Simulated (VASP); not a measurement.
These are AM05 GGA, VASP's PBE PAW potentials (set 64) (plane waves; VASP) values and carry that method's errors.

A VASP calculation is set up with these files.

### POSCAR
```
CsSnI3
1
    6.1503687133     0.0000000000    -0.0000000000
   -0.0000000000     6.1503687133     0.0000000000
    0.0000000000     0.0000000000     6.1503687133
Cs Sn I
1 1 3
Direct
  0.0000000000   0.0000000000   0.0000000000
  0.5000000000   0.5000000000   0.5000000000
  0.5000000000   0.0000000000   0.5000000000
  0.0000000000   0.5000000000   0.5000000000
  0.5000000000   0.5000000000   0.0000000000
```

### KPOINTS
```
Regular mesh
0
Gamma
  4 4 4
```

### INCAR
```
ALGO  =  Normal
EDIFF  =  1E-6
EDIFFG  =  -0.02
ENCUT  =  520
GGA  =  AM
IBRION  =  2
ISIF  =  3
ISMEAR  =  0
LASPH  =  T
LCHARG  =  F
LMAXMIX  =  4
LREAL  =  F
LWAVE  =  F
NELM  =  100
NSW  =  60
PREC  =  Accurate
SIGMA  =  0.05
SYSTEM  =  CsSnI3
```

POTCAR, in this order: Cs_sv Sn_d I (PBE.64 set). Program: vasp_std.

What VASP printed:

OUTCAR:
```
 ion  position               nearest neighbor table
   1  0.000  0.000  0.000-
   2  0.500  0.500  0.500-   3 3.08   4 3.08   5 3.08   5 3.08   3 3.08   4 3.08
   3  0.500  0.000  0.500-   2 3.08   2 3.08
   4  0.000  0.500  0.500-   2 3.08   2 3.08
   5  0.500  0.500  0.000-   2 3.08   2 3.08
  LATTYP: Found a simple cubic cell.
 ALAT       =     6.1503687133
 Subroutine PRICEL returns:
 Original cell was already a primitive cell.
 Subroutine GETGRP returns: Found 48 space group operations
The static configuration has the point symmetry O_h .
The dynamic configuration has the point symmetry O_h .
 Subroutine INISYM returns: Found 48 space group operations
 Subroutine IBZKPT returns following result:
 Found     10 irreducible k-points:

 Following reciprocal coordinates:
            Coordinates               Weight
  0.000000  0.000000  0.000000      1.000000
  0.250000  0.000000  0.000000      6.000000
  0.500000  0.000000  0.000000      3.000000
  0.250000  0.250000  0.000000     12.000000
  0.500000  0.250000  0.000000     12.000000
  0.500000  0.500000  0.000000      3.000000
...
```

**OSZICAR**
```
       N       E                     dE             d eps       ncg     rms          rms(c)
DAV:   1     0.357796493333E+03    0.35780E+03   -0.18412E+04   520   0.154E+03
DAV:   2     0.288974499532E+02   -0.32890E+03   -0.32210E+03   616   0.314E+02
DAV:   3    -0.123183340829E+02   -0.41216E+02   -0.40977E+02   598   0.125E+02
DAV:   4    -0.141186920873E+02   -0.18004E+01   -0.17911E+01   676   0.297E+01
DAV:   5    -0.141729991669E+02   -0.54307E-01   -0.54242E-01   798   0.469E+00    0.476E+00
DAV:   6    -0.139360255472E+02    0.23697E+00   -0.44753E-01   684   0.383E+00    0.299E+00
DAV:   7    -0.139214164525E+02    0.14609E-01   -0.30934E-01   664   0.247E+00    0.928E-01
DAV:   8    -0.139266144086E+02   -0.51980E-02   -0.45251E-02   594   0.154E+00    0.302E-01
DAV:   9    -0.139269255845E+02   -0.31118E-03   -0.29322E-03   636   0.438E-01    0.123E-01
DAV:  10    -0.139275499051E+02   -0.62432E-03   -0.11937E-03   616   0.192E-01    0.421E-02
DAV:  11    -0.139276619049E+02   -0.11200E-03   -0.52011E-04   612   0.162E-01    0.394E-02
DAV:  12    -0.139276633840E+02   -0.14791E-05   -0.33948E-05   602   0.300E-02    0.259E-02
DAV:  13    -0.139276630731E+02    0.31084E-06   -0.38425E-06   586   0.137E-02
   1 F= -.13927663E+02 E0= -.13927593E+02  d E =-.139277E+02
       N       E                     dE             d eps       ncg     rms          rms(c)
DAV:   1    -0.141651387898E+02   -0.23748E+00   -0.48519E+00   622   0.201E+01    0.243E+00
DAV:   2    -0.139917903225E+02    0.17335E+00   -0.29326E-01   614   0.487E+00    0.111E+00
DAV:   3    -0.139461171236E+02    0.45673E-01   -0.14078E-01   688   0.299E+00    0.397E-01
DAV:   4    -0.139451089145E+02    0.10082E-02   -0.31387E-03   552   0.374E-01    0.378E-01
DAV:   5    -0.139444861661E+02    0.62275E-03   -0.15024E-03   696   0.293E-01    0.105E-01
DAV:   6    -0.139444530962E+02    0.33070E-04   -0.32049E-04   596   0.166E-01    0.195E-02
DAV:   7    -0.139444589616E+02   -0.58655E-05   -0.17171E-05   580   0.298E-02    0.143E-02
DAV:   8    -0.139444607106E+02   -0.17490E-05   -0.33238E-06   452   0.116E-02    0.520E-03
DAV:   9    -0.139444611763E+02   -0.46567E-06   -0.47083E-07   326   0.563E-03
   2 F= -.13944461E+02 E0= -.13944461E+02  d E =-.167981E-01
       N       E                     dE             d eps       ncg     rms          rms(c)
DAV:   1    -0.139780116155E+02   -0.33551E-01   -0.69611E-01   612   0.743E+00    0.930E-01
DAV:   2    -0.139527901257E+02    0.25221E-01   -0.42919E-02   610   0.187E+00    0.421E-01
DAV:   3    -0.139462274505E+02    0.65627E-02   -0.20364E-02   680   0.112E+00    0.153E-01
DAV:   4    -0.139460813791E+02    0.14607E-03   -0.44097E-04   536   0.140E-01    0.140E-01
DAV:   5    -0.139459931054E+02    0.88274E-04   -0.22465E-04   696   0.113E-01    0.373E-02
DAV:   6    -0.139459901799E+02    0.29255E-05   -0.45952E-05   590   0.634E-02    0.704E-03
DAV:   7    -0.139459910140E+02   -0.83403E-06   -0.23249E-06   414   0.966E-03
   3 F= -.13945991E+02 E0= -.13945991E+02  d E =-.183279E-01
```

### OUTCAR
```
------------------------ aborting loop because EDIFF is reached ----------------------------------------
  FORCE on cell =-STRESS in cart. coord.  units (eV):
  Direction    XX          YY          ZZ          XY          YZ          ZX
  --------------------------------------------------------------------------------------
  Total        0.0302403      0.0302403      0.0302403     -0.0000000     -0.0000000      0.0000000
  in kB        0.2005745      0.2005745      0.2005745     -0.0000000     -0.0000000      0.0000000
  external PRESSURE =       0.2005745 kB  Pullay stress =       0.0000000 kB
  volume of cell :      241.56
      direct lattice vectors                 reciprocal lattice vectors
     6.227883377  0.000000000 -0.000000000     0.160568196 -0.000000000 -0.000000000
     0.000000000  6.227883377 -0.000000000    -0.000000000  0.160568196 -0.000000000
     0.000000000  0.000000000  6.227883377     0.000000000  0.000000000  0.160568196
 POSITION                                       TOTAL-FORCE (eV/Angst)
 -----------------------------------------------------------------------------------
      0.00000      0.00000      0.00000        -0.000000     -0.000000      0.000000
      3.11394      3.11394      3.11394         0.000000      0.000000      0.000000
      3.11394      0.00000      3.11394        -0.000000     -0.000000      0.000000
      0.00000      3.11394      3.11394        -0.000000     -0.000000      0.000000
      3.11394      3.11394     -0.00000        -0.000000     -0.000000      0.000000
 -----------------------------------------------------------------------------------
    total drift:                                0.000000     -0.000000     -0.000000
  FREE ENERGIE OF THE ION-ELECTRON SYSTEM (eV)
  ---------------------------------------------------
  free  energy   TOTEN  =       -13.9459910140 eV

  energy  without entropy=      -13.9459909761  energy(sigma->0) =      -13.94599100

 reached required accuracy - stopping structural energy minimisation
```
(Selected blocks of OUTCAR.)

### CONTCAR
```
CsSnI3
   1.00000000000000
     6.2278833770519153    0.0000000000000000   -0.0000000000000000
     0.0000000000000000    6.2278833770519153   -0.0000000000000000
     0.0000000000000000    0.0000000000000000    6.2278833770519153
  Cs              Sn              I
     1     1     3
Direct
     0.0000000000000000    0.0000000000000000    0.0000000000000000
     0.5000000000000000    0.5000000000000000    0.5000000000000000
     0.5000000000000000    0.0000000000000000    0.5000000000000000
     0.0000000000000000    0.5000000000000000    0.5000000000000000
     0.5000000000000000    0.5000000000000000    0.0000000000000000
```

Energy and stress use the plane-wave basis of the starting cell.

The compound is CsSnI3 in the cubic perovskite structure, the ideal cubic form; the compound distorts at low or room temperature. This run relaxes it. Symmetry was kept, so distortions that lower it aren't found. The start is the result of an earlier pass.
